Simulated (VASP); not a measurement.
Output of a VASP run:

File OSZICAR:
```
...
RMM:   7    -0.223151308782E+03   -0.52868E-05   -0.17867E-05   457   0.707E-03
   7 F= -.22315131E+03 E0= -.22312803E+03  d E =-.399113E-01  mag=     3.0000
       N       E                     dE             d eps       ncg     rms          rms(c)
DAV:   1    -0.223151638237E+03   -0.33474E-03   -0.74846E-02   848   0.423E-01    0.160E-01
RMM:   2    -0.223152027781E+03   -0.38954E-03   -0.48461E-03   766   0.107E-01    0.752E-02
RMM:   3    -0.223152112413E+03   -0.84631E-04   -0.86084E-04   841   0.424E-02    0.551E-02
RMM:   4    -0.223152117316E+03   -0.49035E-05   -0.13030E-04   768   0.174E-02    0.263E-02
RMM:   5    -0.223152118858E+03   -0.15419E-05   -0.29987E-05   498   0.848E-03
   8 F= -.22315212E+03 E0= -.22312890E+03  d E =-.407214E-01  mag=     3.0000
       N       E                     dE             d eps       ncg     rms          rms(c)
DAV:   1    -0.223150272778E+03    0.18445E-02   -0.29848E-01   772   0.845E-01    0.319E-01
RMM:   2    -0.223151819849E+03   -0.15471E-02   -0.19006E-02   766   0.212E-01    0.155E-01
RMM:   3    -0.223152134851E+03   -0.31500E-03   -0.32798E-03   841   0.839E-02    0.112E-01
RMM:   4    -0.223152151746E+03   -0.16894E-04   -0.51969E-04   823   0.346E-02    0.538E-02
RMM:   5    -0.223152157537E+03   -0.57910E-05   -0.13270E-04   753   0.168E-02    0.329E-02
RMM:   6    -0.223152160366E+03   -0.28290E-05   -0.27067E-05   497   0.798E-03
   9 F= -.22315216E+03 E0= -.22312905E+03  d E =-.407629E-01  mag=     3.0000
       N       E                     dE             d eps       ncg     rms          rms(c)
DAV:   1    -0.223152132605E+03    0.24932E-04   -0.37172E-02   832   0.298E-01    0.112E-01
RMM:   2    -0.223152324854E+03   -0.19225E-03   -0.23265E-03   766   0.747E-02    0.529E-02
RMM:   3    -0.223152357860E+03   -0.33007E-04   -0.36910E-04   827   0.291E-02    0.392E-02
RMM:   4    -0.223152357598E+03    0.26258E-06   -0.56193E-05   577   0.118E-02
  10 F= -.22315236E+03 E0= -.22312923E+03  d E =-.409601E-01  mag=     3.0000
       N       E                     dE             d eps       ncg     rms          rms(c)
DAV:   1    -0.223154924335E+03   -0.25665E-02   -0.55108E-01   772   0.111E+00    0.363E-01
RMM:   2    -0.223157522315E+03   -0.25980E-02   -0.31001E-02   777   0.261E-01    0.128E-01
RMM:   3    -0.223157976875E+03   -0.45456E-03   -0.51021E-03   847   0.105E-01    0.104E-01
RMM:   4    -0.223158011252E+03   -0.34377E-04   -0.79188E-04   845   0.430E-02    0.751E-02
RMM:   5    -0.223157977969E+03    0.33283E-04   -0.16571E-04   746   0.215E-02    0.402E-02
RMM:   6    -0.223157972786E+03    0.51831E-05   -0.80749E-05   670   0.135E-02
  11 F= -.22315797E+03 E0= -.22313491E+03  d E =-.561519E-02  mag=     3.0000
       N       E                     dE             d eps       ncg     rms          rms(c)
DAV:   1    -0.223155325634E+03    0.26523E-02   -0.10139E+00   760   0.151E+00    0.486E-01
RMM:   2    -0.223160116785E+03   -0.47912E-02   -0.57408E-02   776   0.355E-01    0.175E-01
RMM:   3    -0.223160990487E+03   -0.87370E-03   -0.96709E-03   854   0.143E-01    0.143E-01
RMM:   4    -0.223161054139E+03   -0.63651E-04   -0.14530E-03   851   0.577E-02    0.103E-01
RMM:   5    -0.223160994554E+03    0.59585E-04   -0.28350E-04   766   0.283E-02    0.569E-02
RMM:   6    -0.223160985119E+03    0.94350E-05   -0.16046E-04   734   0.189E-02    0.209E-02
RMM:   7    -0.223160988812E+03   -0.36937E-05   -0.38398E-05   538   0.895E-03
  12 F= -.22316099E+03 E0= -.22313799E+03  d E =-.863121E-02  mag=     3.0000
```

### OUTCAR
```
------------------------ aborting loop because EDIFF is reached ----------------------------------------
  FORCE on cell =-STRESS in cart. coord.  units (eV):
  Direction    XX          YY          ZZ          XY          YZ          ZX
  --------------------------------------------------------------------------------------
  Total        6.6995222      6.7022021      6.7038172      0.0015804      0.0001957     -0.0000780
  in kB        4.7527704      4.7546716      4.7558174      0.0011212      0.0001388     -0.0000553
  external PRESSURE =       4.7544198 kB  Pullay stress =       0.0000000 kB
  volume of cell :     2258.43
      direct lattice vectors                 reciprocal lattice vectors
    13.120061114  0.000000000  0.000000000     0.076219157  0.000000000  0.000000000
     0.000000000 13.120061114  0.000000000     0.000000000  0.076219157  0.000000000
     0.000000000  0.000000000 13.120061114     0.000000000  0.000000000  0.076219157
  FREE ENERGIE OF THE ION-ELECTRON SYSTEM (eV)
  ---------------------------------------------------
  free  energy   TOTEN  =      -223.1609888123 eV

  energy  without entropy=     -223.1149940634  energy(sigma->0) =     -223.13799144

 total charge

# of ion       s       p       d       tot
------------------------------------------
    1        1.357   2.027   0.013   3.397
    2        1.358   2.024   0.013   3.395
    3        1.358   2.024   0.013   3.395
    4        1.357   2.027   0.013   3.397
    5        1.361   2.018   0.014   3.393
    6        1.357   2.027   0.013   3.397
    7        1.361   2.018   0.012   3.390
    8        1.361   2.018   0.014   3.393
    9        1.361   2.018   0.014   3.393
   10        1.358   2.024   0.013   3.395
   11        1.357   2.027   0.013   3.397
   12        1.358   2.024   0.013   3.395
   13        1.361   2.018   0.012   3.390
   14        1.357   2.027   0.013   3.397
   15        1.358   2.024   0.013   3.395
   16        1.361   2.018   0.014   3.393
   17        1.361   2.018   0.014   3.393
   18        1.358   2.024   0.013   3.395
   19        1.357   2.027   0.013   3.397
   20        1.361   2.018   0.014   3.393
   21        1.357   2.027   0.013   3.397
   22        1.361   2.018   0.012   3.390
   23        1.358   2.024   0.013   3.395
   24        1.358   2.024   0.013   3.395
   25        1.361   2.018   0.012   3.390
   26        1.358   2.024   0.013   3.395
   27        1.357   2.027   0.013   3.397
   28        1.358   2.024   0.013   3.395
   29        1.358   2.024   0.013   3.395
   30        1.358   2.024   0.013   3.395
   31        1.361   2.018   0.012   3.390
   32        1.361   2.018   0.012   3.390
   33        1.784   0.953   0.122   2.860
   34        1.791   0.915   0.116   2.821
   35        1.791   0.915   0.116   2.821
   36        1.777   0.946   0.119   2.842
   37        1.791   0.915   0.116   2.821
   38        1.790   0.975   0.117   2.882
   39        1.791   0.915   0.116   2.821
   40        1.791   0.915   0.116   2.821
   41        1.791   0.916   0.115   2.821
   42        1.791   0.916   0.115   2.821
   43        1.790   0.975   0.117   2.882
   44        1.791   0.916   0.115   2.821
   45        1.791   0.915   0.116   2.821
   46        1.784   0.953   0.122   2.860
   47        1.791   0.915   0.116   2.821
   48        1.791   0.915   0.116   2.821
...
```
(Selected blocks of OUTCAR.)

File POSCAR:
```
Pb31Te32
1
   13.1200611136    -0.0000000000    -0.0000000000
   -0.0000000000    13.1200611136     0.0000000000
    0.0000000000     0.0000000000    13.1200611136
Te Pb
32 31
Direct
  0.7500000000   0.2500000000   0.2500000000
  0.0000000000   0.5000000000   0.2500000000
  0.0000000000   0.2500000000   0.5000000000
  0.2500000000   0.2500000000   0.2500000000
  0.5000000000   0.5000000000   0.2500000000
  0.7500000000   0.7500000000   0.2500000000
  0.0000000000   0.0000000000   0.2500000000
  0.5000000000   0.2500000000   0.5000000000
  0.7500000000   0.5000000000   0.5000000000
  0.0000000000   0.7500000000   0.5000000000
  0.7500000000   0.2500000000   0.7500000000
  0.0000000000   0.5000000000   0.7500000000
  0.0000000000   0.2500000000   0.0000000000
  0.2500000000   0.7500000000   0.2500000000
  0.5000000000   0.0000000000   0.2500000000
  0.2500000000   0.5000000000   0.5000000000
  0.5000000000   0.7500000000   0.5000000000
  0.7500000000   0.0000000000   0.5000000000
  0.2500000000   0.2500000000   0.7500000000
  0.5000000000   0.5000000000   0.7500000000
  0.7500000000   0.7500000000   0.7500000000
  0.0000000000   0.0000000000   0.7500000000
  0.5000000000   0.2500000000   0.0000000000
  0.7500000000   0.5000000000   0.0000000000
  0.0000000000   0.7500000000   0.0000000000
  0.2500000000   0.0000000000   0.5000000000
  0.2500000000   0.7500000000   0.7500000000
  0.5000000000   0.0000000000   0.7500000000
  0.2500000000   0.5000000000   0.0000000000
  0.5000000000   0.7500000000   0.0000000000
  0.7500000000   0.0000000000   0.0000000000
  0.2500000000   0.0000000000   0.0000000000
  0.5000000000   0.0000000000   0.0000000000
  0.7500000000   0.2500000000   0.0000000000
  0.7500000000   0.0000000000   0.2500000000
  0.0000000000   0.0000000000   0.0000000000
  0.2500000000   0.2500000000   0.0000000000
  0.5000000000   0.5000000000   0.0000000000
  0.7500000000   0.7500000000   0.0000000000
  0.2500000000   0.0000000000   0.2500000000
  0.5000000000   0.2500000000   0.2500000000
  0.7500000000   0.5000000000   0.2500000000
  0.5000000000   0.0000000000   0.5000000000
  0.7500000000   0.2500000000   0.5000000000
  0.7500000000   0.0000000000   0.7500000000
  0.0000000000   0.5000000000   0.0000000000
  0.2500000000   0.7500000000   0.0000000000
  0.0000000000   0.2500000000   0.2500000000
  0.2500000000   0.5000000000   0.2500000000
  0.5000000000   0.7500000000   0.2500000000
  0.0000000000   0.0000000000   0.5000000000
  0.2500000000   0.2500000000   0.5000000000
  0.7500000000   0.7500000000   0.5000000000
  0.2500000000   0.0000000000   0.7500000000
  0.5000000000   0.2500000000   0.7500000000
  0.7500000000   0.5000000000   0.7500000000
  0.0000000000   0.7500000000   0.2500000000
  0.0000000000   0.5000000000   0.5000000000
  0.2500000000   0.7500000000   0.5000000000
  0.0000000000   0.2500000000   0.7500000000
  0.2500000000   0.5000000000   0.7500000000
  0.5000000000   0.7500000000   0.7500000000
  0.0000000000   0.7500000000   0.7500000000
```

Problem. Reconstruct the remaining input files.

Solution. Several could match; the one computed here: the input of the run itself, PBE GGA, plane waves, VASP's PBE PAW potentials (set 64).

INCAR:
```
NELM  =  100
ISPIN  =  2   # spin-polarised
EDIFF  =  1E-5   # SCF stop (eV)
LORBIT  =  10
NUPDOWN  =  3
SYSTEM  =  Pb31Te32
NELECT  =  315.0
PREC  =  Normal
ISMEAR  =  0   # Gaussian
ISYM  =  0
ENCUT  =  400   # plane-wave cut-off (eV)
ALGO  =  Fast
SIGMA  =  0.05
EDIFFG  =  -0.03
LASPH  =  .TRUE.   # aspherical one-centre terms
LREAL  =  Auto   # projection in real space or not
GGA  =  PE
LWAVE  =  .FALSE.
MAGMOM  =  63*0.0476
NSW  =  60   # most ionic steps
NELMIN  =  4
IBRION  =  2
LMAXMIX  =  4   # l cut-off of mixed one-centre charges
LCHARG  =  .FALSE.
ISIF  =  2   # forces and stress, cell fixed
```

KPOINTS:
```
Regular mesh
0
gamma
1 1 1
```

POTCAR, in this order: Te Pb (PBE.64 set). Program: vasp_gam.

The cell is charged, with a uniform compensating background. The supercell is sampled at Γ alone, which is coarse: total energies, pressure and levels can be off, energies of defects by several tenths of an eV.

The cell is a supercell with a defect, built from PbTe (rock salt): vac_Pb, charge +1.
